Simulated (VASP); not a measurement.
Here is the system:

```
CELL_PARAMETERS angstrom
      1.79660    -3.11181     0.00000
      1.79660     3.11181     0.00000
      0.00000     0.00000    15.14812
ATOMIC_POSITIONS crystal
  Te 0.33333 0.66667 0.87061
  Te 0.66667 0.33333 0.37061
  Te 0.66667 0.33333 0.12939
  Te 0.33333 0.66667 0.62939
  Mo 0.33333 0.66667 0.25000
  Mo 0.66667 0.33333 0.75000
```

Level of theory: PBE GGA, VASP's PBE PAW potentials (set 64) (plane waves; VASP 6.6.1). Numerical set-up: 520 eV cut-off, 7×7×2 Γ-centred mesh, Gaussian smearing of 0.050 eV, potentials Te Mo_sv.

Without a dispersion term in the relaxation, distances and binding between the weakly bound layers, chains or molecules are unreliable, and so is what depends on them.

Task: The ions and cell shape at fixed volume are relaxed. Which structure does the run end with?

Result: 
```
CELL_PARAMETERS angstrom
      1.77857    -3.08058     0.00000
      1.77857     3.08058     0.00000
      0.00000     0.00000    15.45676
ATOMIC_POSITIONS crystal
  Te 0.33333 0.66667 0.86703
  Te 0.66667 0.33333 0.36703
  Te 0.66667 0.33333 0.13297
  Te 0.33333 0.66667 0.63297
  Mo 0.33333 0.66667 0.25000
  Mo 0.66667 0.33333 0.75000
```
Space group P6_3/mmc (194), at a tolerance of 0.03 Å.

Task: How much energy does the relaxation gain?

Result: The energy (σ→0) changes by -6.7 meV/atom, in 8 ionic steps.

| step | E(σ→0) (eV) | max force (eV/Å) | pressure (GPa) | volume (Å³) |
|---|---|---|---|---|
| 1 | -36.0341 | 0.398 | -2.44 | 169.38 |
| 2 | -36.0536 | 0.125 | -1.47 | 169.38 |
| 3 | -36.0547 | 0.043 | -1.18 | 169.38 |
| 4 | -36.0650 | 0.026 | -0.82 | 169.38 |
| 5 | -36.0743 | 0.016 | 0.01 | 169.38 |
| 6 | -36.0743 | 0.015 | -0.01 | 169.38 |
| 7 | -36.0743 | 0.013 | -0.11 | 169.38 |
| 8 | -36.0744 | 0.000 | -0.06 | 169.38 |

The compound is MoTe2 in the 2H layered structure. This cell is one point of a volume scan, at 1.03 of the reference volume. Symmetry was kept, so distortions that lower it aren't found.
